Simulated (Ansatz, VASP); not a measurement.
# Te2As in two plane-wave programs

One calculation is typed for both programs; each brings its own data sets. How far apart do they land? The cell is generated by rule, not measured, and may not be a known phase. The cell is taken from a series of runs on this material, whose earlier steps may have relaxed, scaled, displaced or heated it; both programs get it as it stands.

Calculated with Ansatz 0.2.0; plane waves, with VASP 6.6.1 beside it; LDA.

The structure was built from a prototype and need not be the compound's stable phase.

## (1) Starting point

It takes space group P4_2/nmc (No. 137, tetragonal). Conventional cell: a = 3.759 Å, b = 3.759 Å, c = 12.229 Å, α = 90.00°, β = 90.00°, γ = 90.00°. Nearest to As lie 4 Te at 2.72 Å. Te has 2 As at 2.72 Å nearest. Farther neighbours and most contacts between anions are not listed.

## (2) Ansatz: zone-centre phonons, LDA

Ansatz runs on its default PAW (the set named soft_2) files.

Second derivatives magnify differences that forces hide, and they need a tight electronic threshold.

Input file input.yaml:

```yaml
crystal:
  lattice:
    - [3.7593974851, 0.0, 0.0]
    - [0.0, 3.7593974851, 0.0]
    - [0.0, 0.0, 12.2291465901]
  atoms:
    - { symbol: As, position: [0.5, 0.5, 0.5] }
    - { symbol: As, position: [0.0, 0.0, 0.0] }
    - { symbol: Te, position: [0.0, 0.5, 0.1605458005] }
    - { symbol: Te, position: [0.5, 0.0, 0.8394541995] }
    - { symbol: Te, position: [0.0, 0.5, 0.6605458005] }
    - { symbol: Te, position: [0.5, 0.0, 0.3394541995] }
kpoints:
  mp_grid: { grid: [8, 8, 4] }
hamiltonian:
  xc: lda
scf:
  occupations: { method: methfessel_paxton, width: 0.15 }
output:
  eigenvalues: true
phonons:
  method: dfpt
```

Started as:

```bash
> ansatz run input.yaml --threads 8 --pin off --max-ram 14336MiB --backend cpu --events-out ev --progress --plain --runs-dir out
```

Numbers of over 12 decimals in the logs are rounded to 6 here.

The program printed:

```text
zone centre: on kpoints.mp_grid the ground state, and the responses unless they are solved on pairs of k-points, stand on 75 of the mesh's 256 k-points, reduced under 4 symmetry operations, with k and −k counted as one. Each operation leaves every solved displacement unchanged or reverses it
Engine: ansatz 0.2.0, aarch64-unknown-linux-gnu
Pseudopotentials: kind: paw
Pseudopotential: As, paw, valence charge 15, recommended cutoff 420 eV (normal), As.paw.azcp
Pseudopotential: Te, paw, valence charge 16, recommended cutoff 420 eV (normal), Te.paw.azcp
Functional definition: SPW92
  exchange = slater_x
  correlation = pw_c
Crystal: 6 atoms, lattice volume = 172.835 Å³
Basis set: ecut = 420 eV, 3369 PW (Γ), exchange–correlation on 60×60×180 points (8 copies of the dense FFT grid, shifted against one another)
Bands: 57, of which v1, the nominal top of the filled ones, is band 47 counted from 1 (46 counted from 0)
Symmetry: 16 space group operations
k-points: 75 of 256 (irreducible under 4 space group operations, time reversal used)
Non-local potential: As, projectors of the file, l = 0: 2, l = 1: 2, l = 2: 3, l = 3: 1
Non-local potential: Te, projectors of the file, l = 0: 2, l = 1: 2, l = 2: 2, l = 3: 2
PAW form: soft (Blöchl's): semilocal exchange-correlation on the pseudo side does not see the compensation charge
PAW frozen core: As, regenerated for the run's functional, and the local potential with it (the file was generated under x = pbe(κ = 0.804, μ = 0.219515), c = pbe(β = 0.066725))
PAW frozen core: Te, regenerated for the run's functional, and the local potential with it (the file was generated under x = pbe(κ = 0.804, μ = 0.219515), c = pbe(β = 0.066725))
PAW one-centre angular grid: As, 590 points (default); XC on 64 Gauss nodes
PAW one-centre angular grid: Te, 590 points (default); XC on 64 Gauss nodes
Initial density: superposition of atomic densities (neutral atoms: chi_scale 0, normalization atom), corrected by the library's trained network
Initial wavefunctions: pseudopotential atomic-orbital guess
Functional: x = slater, c = lda
SCF iter   1: F=—  HF=-36854.958086 eV  |F-HF|=—  |Δ(HF+E_count)|=         —  Δρ=4.69e-3  dr2=1.86e-2  ethr=1.77e-3  ⟨swp⟩=8.1  Hψ=17595  notcnv=0
preconditioner: auto → LDOS  [metal: Δε(μ)=0.032 eV  Ē_g=8.922 eV  σ=0.150 eV  W_gap=0.18  n_scr=48 (ndim 8)  ℏωp=16.5 eV  f_vac=0.019  D(μ)=2.45/eV (n_scr^D=6)  β→1.0]
SCF iter   2: F=—  HF=-36854.948898 eV  |F-HF|=—  |Δ(HF+E_count)|=   9.19e-3  S|Δr|=    0.00e0  Δρ=8.18e-4  dr2=1.30e-3  ethr=1.98e-5  ⟨swp⟩=2.0  Hψ=8476  notcnv=0
SCF iter   3: F=—  HF=-36854.948141 eV  |F-HF|=—  |Δ(HF+E_count)|=   7.57e-4  S|Δr|=    0.00e0  Δρ=2.44e-4  dr2=8.64e-5  ethr=1.38e-6  ⟨swp⟩=2.0  Hψ=7583  notcnv=0
SCF iter   4: F=—  HF=-36854.948042 eV  |F-HF|=—  |Δ(HF+E_count)|=   9.95e-5  S|Δr|=    0.00e0  Δρ=5.51e-5  dr2=1.10e-5  ethr=9.19e-8  ⟨swp⟩=2.0  Hψ=7591  notcnv=0
SCF iter   5: F=—  HF=-36854.948037 eV  |F-HF|=—  |Δ(HF+E_count)|=   5.12e-6  S|Δr|=    0.00e0  Δρ=1.56e-5  dr2=7.66e-7  ethr=1.17e-8  ⟨swp⟩=2.0  Hψ=6069  notcnv=0
SCF iter   6: F=—  HF=-36854.948047 eV  |F-HF|=—  |Δ(HF+E_count)|=   1.05e-5  S|Δr|=    0.00e0  Δρ=5.08e-6  dr2=3.54e-8  ethr=8.15e-10  ⟨swp⟩=2.9  Hψ=6118  notcnv=0
SCF iter   7: F=—  HF=-36854.948047 eV  |F-HF|=—  |Δ(HF+E_count)|=   4.36e-9  S|Δr|=    0.00e0  Δρ=1.91e-6  dr2=8.02e-9  ethr=3.77e-11  ⟨swp⟩=2.0  Hψ=7577  notcnv=0
SCF iter   8: F=—  HF=-36854.948047 eV  |F-HF|=—  |Δ(HF+E_count)|=   1.54e-9  S|Δr|=    0.00e0  Δρ=2.87e-7  dr2=9.60e-11  ethr=8.53e-12  ⟨swp⟩=2.0  Hψ=7565  notcnv=0
SCF iter   9: F=-36854.948047 eV  HF=-36854.948047 eV  |F-HF|=0.00e0  |Δ(HF+E_count)|=  2.18e-11  S|Δr|=    0.00e0  Δρ=7.17e-8  dr2=8.79e-12  ethr=1.00e-12  ⟨swp⟩=11.5  Hψ=22594  notcnv=0
SCF 1 converged in 9 iterations: F = -36854.948047 eV  dr2 = 8.79e-12
  greatest PAW one-centre occupation: 0.999 electrons in one spin orbital (limit 2), on the As atom at site 1 (counted from 0), in its partial waves of l = 2
DFPT response loops at Γ: preconditioner auto → Kerker (q_TF=auto, 2.465 Å⁻¹) (partly filled bands, converged f_vac=0.014); β = 1.00, the filter's whole step (`scf.mixing.beta` (0.50) is not read by the response loops under this deck's `scf.mixing.preconditioner`; to damp them name `kerker` or `kerker_dos`, under which they read `scf.mixing.beta`, and type it under 1.00, their step now; both keys bind the ground state too); Broyden in place of MSR1
SCF converged after 9 iterations
Stability not checked: this state was not tested for a lower state beside it, because cold or Methfessel-Paxton smearing, or corrected tetrahedra, fill the levels in a way that the test cannot read (fill_not_monotonic; see scf.lower_state_search)
Free energy (F): -36854.948047 eV
Harris-Foulkes:  -36854.948047 eV  (|F-HF|=0.00e0)
Internal energy: -36854.947864 eV  (E = F + TS)
E sigma→0 (E₀):  -36854.948001 eV
Entropy (-TS):   -0.000183 eV (-0.031 meV/atom)
Fermi energy:    9.388965 eV
--- Per-component energies (eV) ---
  E_band       = -1528.530341
  E_kinetic    = 933.461974
  E_local      = -8498.154052  (includes V_loc(G=0)·N_el)
  E_nonlocal   = -2551.128979
  E_hartree    = 5118.501510
  E_xc         = -653.990089
  E_vxc        = -579.084615  (∫ρ·V_xc dr)
  E_paw        = -21543.881972  (= ΣΔE_a)
  E_vpaw       = -1070.626834  (= ΣTr[D̂ρ^β])
  E_aug_tail   = -0.000766  (compensation charges beyond the density's cutoff)
  E_ewald      = -9666.620595
  E_core_change = 6.865105  (= ΣΔE_core)
  E_smearing   = -0.000183  (= −TS)
  E_closure    = 0.000000  (closes the sum)
  Σ components = -36854.948047   (vs F -36854.948047, Δ=0.00e0)
--- Band table (eV; the first three rows and the last of 75) ---
  k-point 0: bands = [... 43 lower, 8.0392, 8.1507, 10.0338, 10.0338, 10.0415, 10.4945, 10.8253, 10.8253, ... 6 higher]
  k-point 1: bands = [... 43 lower, 8.2543, 8.5894, 9.6333, 9.6333, 9.7166, 10.7523, 11.2764, 11.2764, ... 6 higher]
  k-point 2: bands = [... 43 lower, 8.5176, 9.1873, 9.1873, 9.2743, 9.2743, 11.0767, 11.0767, 11.7743, ... 6 higher]
  k-point 74: bands = [... 43 lower, 5.5898, 6.2485, 6.2485, 8.7228, 8.7228, 10.1260, 10.1260, 10.1260, ... 6 higher]
--- Phonons (Γ-DFPT): 5 representative perturbations + reference, on 75 of 256 k-points (Σ response iterations 16) ---
  k mesh reduced under 4 symmetry operations, with k and −k counted as one. Each operation leaves every solved displacement unchanged or reverses it
  ASR residual: 1.030e-4 → 0.000e0 eV/Å²; symmetrization residual: 1.822e-5 eV/Å²
  ASR residual per site (eV/Å²): 5.10e-5 5.10e-5 1.03e-4 1.03e-4 1.03e-4 1.03e-4
  Γ frequencies (cm⁻¹): -20.83 -20.83 0.00 0.00 0.00 20.99 20.99 41.30 41.30 63.62 116.54 122.47 151.12 151.12 156.17 156.17 177.03 197.13
  non-analytic LO–TO correction: not included (Born effective charges unavailable; polar crystals: no LO–TO splitting at Γ)
```

[end of part 1 of 3]

[Lines on the potential files, build, host, timing and source positions are cut from VASP's logs without a mark.]

[Logs are printed without paths, hosts, clocks, repeated set-up lines and the standing remarks that a program may print on its own settings, such as how far it seeks lower states.]

[Hosts, paths, dates, database ids (printed as entryN), source tags and the programs' standing remarks are cut or masked in the printed files.]
